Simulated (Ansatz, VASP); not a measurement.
# Cross-check of AgH3Pb between VASP and Ansatz

One calculation is typed for both programs; each brings its own data sets. How far apart do they land? The cell is generated by rule, not measured, and may not be a known phase. The cell is taken from a series of runs on this material, whose earlier steps may have relaxed, scaled, displaced or heated it; both programs get it as it stands.

Calculated with Ansatz 0.2.0; plane waves, with VASP 6.6.1 beside it; PBEsol.

The structure was built from a prototype and need not be the compound's stable phase.

**1. The structure**

The structure is monoclinic, space group Cc (No. 9). Conventional cell: a = 8.739 Å, b = 4.863 Å, c = 7.791 Å, α = 90.00°, β = 119.13°, γ = 90.00°. Nearest to Ag lie 3 H at 1.72 to 1.81 Å. Nearest to Pb lie 3 H at 2.07 to 2.17 Å. Nearest to H lie 1 Ag at 1.81 Å and 1 Pb at 2.07 Å. Nearest to H lie 1 Ag at 1.73 Å and 1 Pb at 2.10 Å. H has 1 Ag at 1.72 Å and 1 Pb at 2.17 Å nearest. Farther neighbours are not listed.

**2. Ansatz: relaxation of cell and atoms, PBEsol**

Ansatz runs on its PAW soft_1 files.

The relaxed volume is the usual yardstick between codes: in a stiff, nearly cubic crystal its relative difference is about their pressure difference at one cell divided by the bulk modulus.

File input.yaml:

```yaml
crystal:
  lattice:
    - [4.3692887186, -2.4313639397, 0.0]
    - [4.3692887186, 2.4313639397, 0.0]
    - [-3.7924819224, 0.0, 6.805232176]
  atoms:
    - { symbol: Ag, position: [0.2575473723, 0.790947948, 0.2455455282] }
    - { symbol: Ag, position: [0.790947948, 0.2575473723, 0.7455455282] }
    - { symbol: Pb, position: [0.0251241527, 0.4885785182, 0.5081448222] }
    - { symbol: Pb, position: [0.4885785182, 0.0251241527, 0.0081448222] }
    - { symbol: H, position: [0.2619575691, 0.4103575297, 0.2185337281] }
    - { symbol: H, position: [0.7016568664, 0.5466768232, 0.6391866195] }
    - { symbol: H, position: [0.5466768232, 0.7016568664, 0.1391866195] }
    - { symbol: H, position: [0.4103575297, 0.2619575691, 0.7185337281] }
    - { symbol: H, position: [0.0280281338, 0.9855169634, 0.888589302] }
    - { symbol: H, position: [0.9855169634, 0.0280281338, 0.388589302] }
kpoints:
  mp_grid: { grid: [6, 6, 4] }
hamiltonian:
  xc: pbesol
  pseudopotentials: { kind: paw, azcp: { folder: soft_1 }, xc_functional: pbe }
scf:
  occupations: { method: fixed }
output:
  forces: true
  stress: true
  eigenvalues: true
relax:
  adjacent_minimum: "off"
  f_tol: 0.001
  max_steps: 60
  cell: { stress_tol: 0.01 }
```

The run is started by

```sh
$ ansatz run input.yaml --threads 4 --pin off --max-ram 16384MiB --backend cpu --events-out ev --progress --plain --runs-dir out
```

Numbers of over 12 decimals in the logs are rounded to 6 here.

The log of the run:

```text
Engine: ansatz 0.2.0, aarch64-unknown-linux-gnu
Pseudopotentials: kind: paw
Pseudopotential: Ag, paw, valence charge 19, recommended cutoff 420 eV (normal), soft_1/Ag.paw.azcp
Pseudopotential: Pb, paw, valence charge 14, recommended cutoff 420 eV (normal), soft_1/Pb.paw.azcp
Pseudopotential: H, paw, valence charge 1, recommended cutoff 420 eV (normal), soft_1/H.paw.azcp
Functional definition: PBEsol
  exchange = pbesol_x
  correlation = pbesol_c
Crystal: 10 atoms, lattice volume = 144.588 Å³
Basis set: ecut = 420 eV, 2827 PW (Γ), exchange–correlation on 72×72×108 points (8 copies of the dense FFT grid, shifted against one another)
Bands: 46, of which v1, the nominal top of the filled ones, is band 36 counted from 1 (35 counted from 0)
Symmetry: 2 space group operations
Space group: Cc (ITA 9), of the structure as read, at distance tolerance 5.2e-5 Å
k-points: 47 of 144 (time reversal used)
Non-local potential: Ag, projectors of the file, l = 0: 3, l = 1: 2, l = 2: 2, l = 3: 1
Non-local potential: Pb, projectors of the file, l = 0: 2, l = 1: 2, l = 2: 2, l = 3: 1
Non-local potential: H, projectors of the file, l = 0: 2, l = 1: 1
PAW form: soft (Blöchl's): semilocal exchange-correlation on the pseudo side does not see the compensation charge
PAW frozen core: Ag, regenerated for the run's functional, and the local potential with it (the file was generated under x = pbe(κ = 0.804, μ = 0.219515), c = pbe(β = 0.066725))
PAW frozen core: Pb, regenerated for the run's functional, and the local potential with it (the file was generated under x = pbe(κ = 0.804, μ = 0.219515), c = pbe(β = 0.066725))
PAW one-centre angular grid: Ag, 590 points (default); XC on 64 Gauss nodes
PAW one-centre angular grid: Pb, 590 points (default); XC on 64 Gauss nodes
PAW one-centre angular grid: H, 110 points (default); XC on 64 Gauss nodes
Initial density: superposition of atomic densities (chi_scale 0.1, normalization cell, long waves kept (reshape's long-wave potential 0.00 eV rms))
Initial wavefunctions: pseudopotential atomic-orbital guess
Functional: x = pbesol(κ = 0.804, μ = 0.123457), c = pbesol(β = 0.046)
SCF iter   1: F=—  HF=-38651.375398 eV  |F-HF|=—  |Δ(HF+E_count)|=         —  Δρ=5.59e-2  dr2=5.32e0  ethr=3.10e-3  ⟨swp⟩=4.5  Hψ=7217  notcnv=0  defer=357
preconditioner: auto → Resta (q_TF=auto, 2.429 Å⁻¹)  ε∞=4.3  [insulator: Δε(μ)=1.088 eV  Ē_g=12.723 eV  n_scr=28 (ndim 8)  ℏωp=23.1 eV  f_vac=0.000  ε∞_Penn≈4.3]
SCF iter   2: F=—  HF=-38649.836379 eV  |F-HF|=—  |Δ(HF+E_count)|=    1.54e0  Δρ=2.41e-2  dr2=1.13e0  ethr=3.10e-3  ⟨swp⟩=3.2  Hψ=3658  notcnv=0  defer=372
SCF iter   3: F=—  HF=-38649.451993 eV  |F-HF|=—  |Δ(HF+E_count)|=   3.84e-1  Δρ=9.19e-3  dr2=1.02e-1  ethr=1.57e-3  ⟨swp⟩=3.0  Hψ=2984  notcnv=0  defer=376
SCF iter   4: F=—  HF=-38649.434984 eV  |F-HF|=—  |Δ(HF+E_count)|=   1.70e-2  Δρ=2.98e-3  dr2=7.98e-3  ethr=1.41e-4  ⟨swp⟩=2.0  Hψ=4183  notcnv=0  defer=376
SCF iter   5: F=—  HF=-38649.436340 eV  |F-HF|=—  |Δ(HF+E_count)|=   1.36e-3  Δρ=6.43e-4  dr2=5.19e-4  ethr=1.11e-5  ⟨swp⟩=2.6  Hψ=2906  notcnv=0  defer=376
SCF iter   6: F=—  HF=-38649.436556 eV  |F-HF|=—  |Δ(HF+E_count)|=   2.17e-4  Δρ=9.70e-5  dr2=1.78e-5  ethr=7.21e-7  ⟨swp⟩=2.0  Hψ=2849  notcnv=0  defer=376
SCF iter   7: F=—  HF=-38649.436619 eV  |F-HF|=—  |Δ(HF+E_count)|=   6.22e-5  Δρ=2.26e-5  dr2=1.11e-6  ethr=2.47e-8  ⟨swp⟩=2.0  Hψ=2852  notcnv=0  defer=358
SCF iter   8: F=-38649.436619 eV  HF=-38649.436619 eV  |F-HF|=1.77e-8  |Δ(HF+E_count)|=   4.79e-7  Δρ=5.55e-6  dr2=5.05e-8  ethr=1.39e-10  ⟨swp⟩=14.3  Hψ=13212  notcnv=0
SCF 1 converged in 8 iterations: F = -38649.436619 eV  dr2 = 5.05e-8
  greatest PAW one-centre occupation: 1.001 electrons in one spin orbital (limit 2), on the Ag atom at site 1 (counted from 0), in its partial waves of l = 0
relax step   1: F+E_penalty+E_count = -38649.43661915 eV  Δ(F+E_penalty+E_count) = +0.000e0 eV  max|allowed force component| = 2.105e-3 eV/Å  Δτ_max = 0.0000 Å  P = +0.008 GPa  Ω = 144.588 Å³  (8 SCF iters, dr2 threshold 1.00e-7 eV, accepted)
[...]
relax step   5: F+E_penalty+E_count = -38649.43658784 eV  Δ(F+E_penalty+E_count) = +4.957e-6 eV  max|allowed force component| = 6.954e-4 eV/Å  Δτ_max = 0.0005 Å  P = -0.001 GPa  Ω = 144.717 Å³  energy of the carried Pulay correction = -6.616e-5 eV  (6 SCF iters, dr2 threshold 6.86e-11 eV, accepted)
[...]
relax step   6: F+E_penalty+E_count = -38649.43658568 eV  Δ(F+E_penalty+E_count) = +2.155e-6 eV  max|allowed force component| = 5.512e-4 eV/Å  Δτ_max = 0.0005 Å  P = +0.000 GPa  Ω = 144.725 Å³  energy of the carried Pulay correction = -6.998e-5 eV  (7 SCF iters, accepted)
[...]
relax step   7: F+E_penalty+E_count = -38649.43666635 eV  Δ(F+E_penalty+E_count) = -8.067e-5 eV  max|allowed force component| = 5.520e-4 eV/Å  Δτ_max = 0.0000 Å  P = +0.000 GPa  Ω = 144.725 Å³  stress off target by 4.32e-3 GPa  SCF on the basis re-selected at this cell (its energy is not comparable with the rows above)  (6 SCF iters)
basis re-selected at this cell: Δ(F+E_penalty+E_count) = -8.067e-5 eV, ΔP = +0.000 GPa vs the last step (what re-selecting the basis moved, of the pressure what is left beyond the Pulay correction that the steps carried, after the strain that the cell walked since its last selection, with what the two solves' SCF thresholds leave and, on support functions, any second-order correction that the steps lacked; it is no m [...]
SCF converged after 6 iterations
Free energy (F): -38649.436666 eV
Harris-Foulkes:  -38649.436666 eV  (|F-HF|=0.00e0)
Internal energy: -38649.436666 eV  (E = F + TS)
E sigma→0 (E₀):  -38649.436666 eV
Fermi energy:    7.563926 eV
--- Per-component energies (eV) ---
  E_band       = -974.721275
  E_kinetic    = 1594.839381
  E_local      = -8806.611574  (includes V_loc(G=0)·N_el)
  E_nonlocal   = 686.473372
  E_hartree    = 3917.148025
  E_xc         = -774.478393
  E_vxc        = -742.938089  (∫ρ·V_xc dr)
  E_paw        = -28262.269342  (= ΣΔE_a)
  E_vpaw       = -1540.776155  (= ΣTr[D̂ρ^β])
  E_aug_tail   = -0.004270  (compensation charges beyond the density's cutoff)
  E_ewald      = -7005.303685
  E_core_change = 0.769821  (= ΣΔE_core)
  E_smearing   = -0.000000  (= −TS)
  E_closure    = -0.000000  (closes the sum)
  Σ components = -38649.436666   (vs F -38649.436666, Δ=0.00e0)
--- Forces (eV/Å), atoms counted from 1 ---
  atom   1  Ag    -0.00012164     0.00013516     0.00009465
  atom   2  Ag    -0.00012164    -0.00013516     0.00009465
  atom   3  Pb     0.00029641    -0.00055205    -0.00020057
  atom   4  Pb     0.00029641     0.00055205    -0.00020057
  atom   5  H      0.00005865    -0.00014323     0.00033728
  atom   6  H     -0.00030806    -0.00000153    -0.00032236
  atom   7  H     -0.00030806     0.00000153    -0.00032236
  atom   8  H      0.00005865     0.00014323     0.00033728
  atom   9  H      0.00007458     0.00019656     0.00009103
  atom  10  H      0.00007458    -0.00019656     0.00009103
  max |Σ_I F_I| component: 9.01e-8 eV/Å
--- Stress (GPa, compression-positive) ---
        0.002563      -0.000000      -0.002813
       -0.000000      -0.001624      -0.000000
       -0.002813      -0.000000      -0.000197
  P = ⅓ Tr σ = 0.0002 GPa (0.002 kbar)
--- Band table (eV; the first three rows and the last of 47) ---
  k-point 0: bands = [... 32 lower, 6.0010, 6.7783, 6.9965, 7.1559, 9.1728, 9.2397, 10.1539, 10.2224, ... 6 higher]
  k-point 1: bands = [... 32 lower, 5.8047, 6.2986, 7.0020, 7.1560, 9.3345, 9.5580, 10.2258, 10.4183, ... 6 higher]
  k-point 2: bands = [... 32 lower, 5.9924, 5.9924, 7.0508, 7.0508, 9.7034, 9.7034, 10.3830, 10.3830, ... 6 higher]
  k-point 46: bands = [... 32 lower, 4.9258, 4.9258, 5.9584, 5.9584, 9.4827, 9.4827, 11.9629, 11.9629, ... 6 higher]
--- Relaxed structure (6 steps of the walk, 6 accepted, 1 SCFs on fresh bases) ---
  F+E_penalty+E_count = -38649.43666635 eV   max|allowed force component| = 5.520e-4 eV/Å   (the final SCF, on the basis selected at the relaxed cell)
  cell:  # Å, volume = 144.7249 Å³
    - [4.368667, -2.429707, -0.00364959]
    - [4.368667, 2.429707, -0.00364959]
    - [-3.797626, -1.317055165839694e-18, 6.820445]
  atoms:
    - { symbol: Ag, position: [0.257329, 0.790947, 0.245405] }
    - { symbol: Ag, position: [0.790947, 0.257329, 0.745405] }
    - { symbol: Pb, position: [0.025099, 0.488774, 0.508551] }
    - { symbol: Pb, position: [0.488774, 0.025099, 0.00855137] }
    - { symbol: H, position: [0.261499, 0.410329, 0.218308] }
    - { symbol: H, position: [0.702341, 0.546275, 0.639296] }
    - { symbol: H, position: [0.546275, 0.702341, 0.139296] }
    - { symbol: H, position: [0.410329, 0.261499, 0.718308] }
    - { symbol: H, position: [0.028356, 0.985442, 0.888440] }
    - { symbol: H, position: [0.985442, 0.028356, 0.388440] }
```

Reading the cycles: dr2 is the Hartree energy of the density residual (eV), the measure of convergence; HF is the Harris–Foulkes estimate of the energy, which meets the free energy F at convergence.

[end of part 1 of 2]

[Lines on the potential files, build, host, timing and source positions are cut from VASP's logs without a mark.]

[Logs are printed without paths, hosts, clocks, repeated set-up lines and the standing remarks that a program may print on its own settings, such as how far it seeks lower states.]

[Hosts, paths, dates, database ids (printed as entryN), source tags and the programs' standing remarks are cut or masked in the printed files.]
